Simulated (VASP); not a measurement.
Method: LDA (Ceperley-Alder, Perdew-Zunger), VASP's LDA PAW potentials (set 64) (plane waves; VASP).

The input files of a VASP run:

File POSCAR:
```
Mg
1.0
  1.3499990321  -2.3382677286   0.0000000000
  1.3499990321   2.3382677286   0.0000000000
  0.0000000000   0.0000000000   4.3317013736
Mg
2
Direct
  0.3333330000   0.6666670000   0.2500000000
  0.6666670000   0.3333330000   0.7500000000
```

File KPOINTS:
```
Automatic mesh
0
Gamma
15 15 9
0 0 0
```

INCAR:
```
SYSTEM = Mg
PREC = Accurate
ENCUT = 500
EDIFF = 1E-6
NELM = 100
ALGO = Normal
LREAL = .FALSE.
LASPH = .TRUE.
ISMEAR = 1
SIGMA = 0.1
LWAVE = .FALSE.
LCHARG = .FALSE.
IBRION = 2
ISIF = 3
NSW = 40
EDIFFG = -0.02
PSTRESS = 450
```

POTCAR, in this order: Mg (LDA.64 set). Program: vasp_std.

What VASP printed:

OUTCAR:
```
 ion  position               nearest neighbor table
   1  0.333  0.667  0.250-   2 2.67   2 2.67   2 2.67   2 2.67   2 2.67   2 2.67
   2  0.667  0.333  0.750-   1 2.67   1 2.67   1 2.67   1 2.67   1 2.67   1 2.67
  LATTYP: Found a hexagonal cell.
 ALAT       =     2.6999987699
 C/A-ratio  =     1.6043345730
 Subroutine PRICEL returns:
 Original cell was already a primitive cell.
 Subroutine GETGRP returns: Found 24 space group operations
The static configuration has the point symmetry D_3d.
 The point group associated with its full space group is D_6h.
The dynamic configuration has the point symmetry D_3d.
 Subroutine INISYM returns: Found 24 space group operations
 Subroutine IBZKPT returns following result:
 Found    135 irreducible k-points:

 Following reciprocal coordinates:
            Coordinates               Weight
  0.000000  0.000000  0.000000      1.000000
  0.066667 -0.000000  0.000000      6.000000
  0.133333  0.000000  0.000000      6.000000
  0.200000 -0.000000  0.000000      6.000000
  0.266667  0.000000  0.000000      6.000000
  0.333333  0.000000  0.000000      6.000000
  0.400000 -0.000000  0.000000      6.000000
  0.466667 -0.000000  0.000000      6.000000
  0.066667  0.066667  0.000000      6.000000
  0.133333  0.066667  0.000000     12.000000
  0.200000  0.066667  0.000000     12.000000
  0.266667  0.066667  0.000000     12.000000
  0.333333  0.066667  0.000000     12.000000
  0.400000  0.066667  0.000000     12.000000
  0.466667  0.066667  0.000000      6.000000
  0.133333  0.133333  0.000000      6.000000
  0.200000  0.133333  0.000000     12.000000
  0.266667  0.133333  0.000000     12.000000
  0.333333  0.133333  0.000000     12.000000
  0.400000  0.133333  0.000000     12.000000
  0.200000  0.200000  0.000000      6.000000
  0.266667  0.200000  0.000000     12.000000
...
```

OSZICAR:
```
       N       E                     dE             d eps       ncg     rms          rms(c)
DAV:   1     0.158763001063E+01    0.15876E+01   -0.14760E+03  1620   0.490E+02
DAV:   2    -0.217547300050E+01   -0.37631E+01   -0.36358E+01  2286   0.365E+01
DAV:   3    -0.219620784864E+01   -0.20735E-01   -0.20739E-01  2088   0.356E+00
DAV:   4    -0.219625834058E+01   -0.50492E-04   -0.50492E-04  2196   0.143E-01
DAV:   5    -0.219625851276E+01   -0.17219E-06   -0.17225E-06  2160   0.635E-03    0.100E+00
DAV:   6    -0.215163306629E+01    0.44625E-01   -0.58730E-04  2058   0.245E-01    0.638E-01
DAV:   7    -0.212455552490E+01    0.27078E-01   -0.13823E-03  1878   0.381E-01    0.261E-02
DAV:   8    -0.212430769641E+01    0.24783E-03   -0.45325E-05  2148   0.635E-02    0.633E-03
DAV:   9    -0.212429806677E+01    0.96296E-05   -0.42736E-06  2064   0.197E-02    0.980E-04
DAV:  10    -0.212429775928E+01    0.30749E-06   -0.83797E-08  1140   0.237E-03
   1 F= 0.55567087E+01 E0= 0.55566619E+01  d E =0.555671E+01
```

OUTCAR:
```
------------------------ aborting loop because EDIFF is reached ----------------------------------------
  FORCE on cell =-STRESS in cart. coord.  units (eV):
  Direction    XX          YY          ZZ          XY          YZ          ZX
  --------------------------------------------------------------------------------------
  Total        7.6691581      7.6691635      7.6773435      0.0000000     -0.0000000      0.0000000
  in kB      449.3058533    449.3061665    449.7854041      0.0000000     -0.0000000      0.0000000
  external PRESSURE =      -0.5341920 kB  Pullay stress =     450.0000000 kB
  volume of cell :       27.35
      direct lattice vectors                 reciprocal lattice vectors
     1.349999032 -2.338267729  0.000000000     0.370370636 -0.213833512  0.000000000
     1.349999032  2.338267729  0.000000000     0.370370636  0.213833512  0.000000000
     0.000000000  0.000000000  4.331701374     0.000000000  0.000000000  0.230856173
 POSITION                                       TOTAL-FORCE (eV/Angst)
 -----------------------------------------------------------------------------------
      1.35000      0.77942      1.08293         0.000000     -0.000000      0.000000
      1.35000     -0.77942      3.24878        -0.000000      0.000000      0.000000
 -----------------------------------------------------------------------------------
    total drift:                               -0.000000     -0.000009      0.000001
  FREE ENERGIE OF THE ION-ELECTRON SYSTEM (eV)
  ---------------------------------------------------
  free  energy   TOTEN  =        -2.1242977593 eV

  energy  without entropy=       -2.1244381464  energy(sigma->0) =       -2.12434455
  enthalpy is  TOTEN    =         5.5567086734 eV   P V=        7.6810064326

 reached required accuracy - stopping structural energy minimisation
```
(Selected blocks of OUTCAR.)

**OUTCAR**
```
 val. band max:        5.8614740670   @ k =   0.0000   0.0000   0.1111

 cond. band min:       5.8976767169   @ k =   0.2667   0.2667   0.2222


 Fermi energy:         5.8649515351

 k-point     1 :       0.0000    0.0000    0.0000
  band No.  band energies     occupation
      1      -3.6035      2.00000
      2       3.4194      2.00000
      3       4.6910      2.00000
      4      19.8163      0.00000
      5      19.8163      0.00000
      6      21.0526      0.00000

 k-point     2 :       0.0667   -0.0000    0.0000
  band No.  band energies     occupation
      1      -3.4803      2.00000
      2       3.5205      2.00000
      3       4.8042      2.00000
      4      17.8560      0.00000
      5      19.1579      0.00000
      6      20.1725      0.00000

 k-point     3 :       0.1333    0.0000    0.0000
  band No.  band energies     occupation
      1      -3.1124      2.00000
      2       3.8243      2.00000
      3       5.1367      2.00000
      4      15.2725      0.00000
      5      18.2410      0.00000
      6      18.6232      0.00000

 k-point     4 :       0.2000   -0.0000    0.0000
  band No.  band energies     occupation
      1      -2.5047      2.00000
      2       4.3326      2.00000
      3       5.6623      2.01466
      4      12.7824      0.00000
      5      17.0566      0.00000
      6      17.4369      0.00000

 k-point     5 :       0.2667    0.0000    0.0000
  band No.  band energies     occupation
      1      -1.6650      2.00000
      2       5.0479      2.00000
      3       6.2986     -0.00000
      4      10.5307      0.00000
      5      15.5614      0.00000
      6      16.1623      0.00000

 k-point     6 :       0.3333    0.0000    0.0000
  band No.  band energies     occupation
      1      -0.6041      2.00000
      2       5.9733     -0.06356
      3       6.6010     -0.00000
      4       8.9596      0.00000
      5      13.9153      0.00000
      6      14.1376      0.00000
...
```

The compound is Mg in the hcp structure. It was relaxed first under an external pressure of 45 GPa.
